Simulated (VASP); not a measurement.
Output of a VASP run:

File OSZICAR:
```
...
DAV:   6    -0.230406867708E+02    0.46929E-07   -0.48298E-07  4294   0.454E-03
   4 F= -.23040687E+02 E0= -.23040671E+02  d E =-.172849E-02
       N       E                     dE             d eps       ncg     rms          rms(c)
DAV:   1    -0.230410719059E+02   -0.38509E-03   -0.21505E-02  3664   0.842E-01    0.928E-02
DAV:   2    -0.230409579044E+02    0.11400E-03   -0.10756E-03  4638   0.233E-01    0.421E-02
DAV:   3    -0.230409004114E+02    0.57493E-04   -0.16675E-04  4358   0.795E-02    0.190E-02
DAV:   4    -0.230408985272E+02    0.18842E-05   -0.27426E-05  4564   0.329E-02    0.775E-03
DAV:   5    -0.230408982381E+02    0.28916E-06   -0.86411E-07  4240   0.664E-03    0.236E-03
DAV:   6    -0.230408982336E+02    0.45170E-08   -0.10208E-07  2582   0.223E-03
   5 F= -.23040898E+02 E0= -.23040878E+02  d E =-.193995E-02
       N       E                     dE             d eps       ncg     rms          rms(c)
DAV:   1    -0.230410669230E+02   -0.16868E-03   -0.26201E-02  3868   0.965E-01    0.133E-01
DAV:   2    -0.230411306020E+02   -0.63679E-04   -0.16864E-03  4594   0.295E-01    0.372E-02
DAV:   3    -0.230410807053E+02    0.49897E-04   -0.71970E-05  4292   0.627E-02    0.199E-02
DAV:   4    -0.230410693607E+02    0.11345E-04   -0.49688E-05  4438   0.448E-02    0.453E-03
DAV:   5    -0.230410696847E+02   -0.32403E-06   -0.73587E-06  4210   0.189E-02    0.683E-03
DAV:   6    -0.230410696467E+02    0.38053E-07   -0.23453E-07  3674   0.388E-03
   6 F= -.23041070E+02 E0= -.23041039E+02  d E =-.171413E-03
       N       E                     dE             d eps       ncg     rms          rms(c)
DAV:   1    -0.230410806428E+02   -0.10958E-04   -0.10215E-03  3856   0.190E-01    0.245E-02
DAV:   2    -0.230410831948E+02   -0.25520E-05   -0.66165E-05  4594   0.585E-02    0.761E-03
DAV:   3    -0.230410812790E+02    0.19158E-05   -0.27436E-06  4308   0.122E-02    0.429E-03
DAV:   4    -0.230410807933E+02    0.48570E-06   -0.20165E-06  4408   0.908E-03    0.903E-04
DAV:   5    -0.230410807981E+02   -0.47885E-08   -0.30642E-07  3286   0.386E-03
   7 F= -.23041081E+02 E0= -.23041052E+02  d E =-.182565E-03
       N       E                     dE             d eps       ncg     rms          rms(c)
DAV:   1    -0.230413136831E+02   -0.23289E-03   -0.10821E-02  3496   0.580E-01    0.493E-02
DAV:   2    -0.230412725204E+02    0.41163E-04   -0.47673E-04  4594   0.159E-01    0.283E-02
DAV:   3    -0.230412367220E+02    0.35798E-04   -0.88331E-05  4242   0.556E-02    0.618E-03
DAV:   4    -0.230412367989E+02   -0.76897E-07   -0.84009E-06  4222   0.207E-02    0.417E-03
DAV:   5    -0.230412367774E+02    0.21517E-07   -0.70329E-07  4534   0.528E-03
   8 F= -.23041237E+02 E0= -.23041210E+02  d E =-.155979E-03
       N       E                     dE             d eps       ncg     rms          rms(c)
DAV:   1    -0.230415521285E+02   -0.31533E-03   -0.26590E-02  3508   0.909E-01    0.776E-02
DAV:   2    -0.230414496249E+02    0.10250E-03   -0.11743E-03  4576   0.249E-01    0.444E-02
DAV:   3    -0.230413614527E+02    0.88172E-04   -0.21796E-04  4236   0.873E-02    0.974E-03
DAV:   4    -0.230413616559E+02   -0.20312E-06   -0.20715E-05  4246   0.325E-02    0.659E-03
DAV:   5    -0.230413616144E+02    0.41425E-07   -0.17468E-06  4648   0.832E-03    0.345E-03
DAV:   6    -0.230413615794E+02    0.35067E-07   -0.29192E-07  3230   0.353E-03
   9 F= -.23041362E+02 E0= -.23041335E+02  d E =-.280781E-03
```

File OUTCAR:
```
------------------------ aborting loop because EDIFF is reached ----------------------------------------
  FORCE on cell =-STRESS in cart. coord.  units (eV):
  Direction    XX          YY          ZZ          XY          YZ          ZX
  --------------------------------------------------------------------------------------
  Total        0.3989298      0.4192420      0.3911943      0.0000000      0.0000000      0.0000000
  in kB        9.2300681      9.7000336      9.0510927      0.0000000      0.0000000      0.0000000
  external PRESSURE =       9.3270648 kB  Pullay stress =       0.0000000 kB
  volume of cell :       69.25
      direct lattice vectors                 reciprocal lattice vectors
     1.661396170 -5.075398167  0.000000000     0.300951699 -0.098514438 -0.000000000
     1.661396170  5.075398167 -0.000000000     0.300951699  0.098514438  0.000000000
     0.000000000 -0.000000000  4.106093343     0.000000000  0.000000000  0.243540494
 POSITION                                       TOTAL-FORCE (eV/Angst)
 -----------------------------------------------------------------------------------
      1.66140      3.98890      3.82059         0.000000      0.001244     -0.000059
      1.66140      1.08650      1.76755         0.000000     -0.001244     -0.000059
      1.66140     -1.08650      2.33855         0.000000      0.001244      0.000059
      1.66140     -3.98890      0.28550         0.000000     -0.001244      0.000059
 -----------------------------------------------------------------------------------
    total drift:                                0.000000     -0.000000      0.000000
  FREE ENERGIE OF THE ION-ELECTRON SYSTEM (eV)
  ---------------------------------------------------
  free  energy   TOTEN  =       -23.0413615794 eV

  energy  without entropy=      -23.0412806869  energy(sigma->0) =      -23.04133462

 reached required accuracy - stopping structural energy minimisation
```
(Selected blocks of OUTCAR.)

POSCAR:
```
P
1
    1.6423357537    -5.0728160978     0.0000000000
    1.6423357537     5.0728160978     0.0000000000
    0.0000000000     0.0000000000     4.1558615933
P
4
Direct
  0.1055734316   0.8944265684   0.9268483723
  0.3944265684   0.6055734316   0.4268483723
  0.6055734316   0.3944265684   0.5731516277
  0.8944265684   0.1055734316   0.0731516277
```

Task: Write an INCAR and KPOINTS that could have produced this output.

Result: One answer among several that fit: the input of the run itself, PBEsol GGA, plane waves, VASP's PBE PAW potentials (set 64).

**KPOINTS**
```
Automatic mesh
0
Gamma
10 10 7
0 0 0
```

INCAR:
```
ALGO = Normal
EDIFF = 1E-7
EDIFFG = -0.01
ENCUT = 520
GGA = PS
IBRION = 2
ISIF = 4
ISMEAR = 1
LASPH = .True.
LCHARG = .False.
LREAL = .False.
LWAVE = .False.
NELM = 100
NSW = 30
PREC = Accurate
SIGMA = 0.1
SYSTEM = P
```

POTCAR, in this order: P (PBE.64 set). Program: vasp_std.

Without a dispersion term in the relaxation, distances and binding between the weakly bound layers, chains or molecules are unreliable, and so is what depends on them.

The compound is P in the black structure. This cell is one point of a volume scan, at 0.97 of the reference volume. Symmetry was kept, so distortions that lower it aren't found.
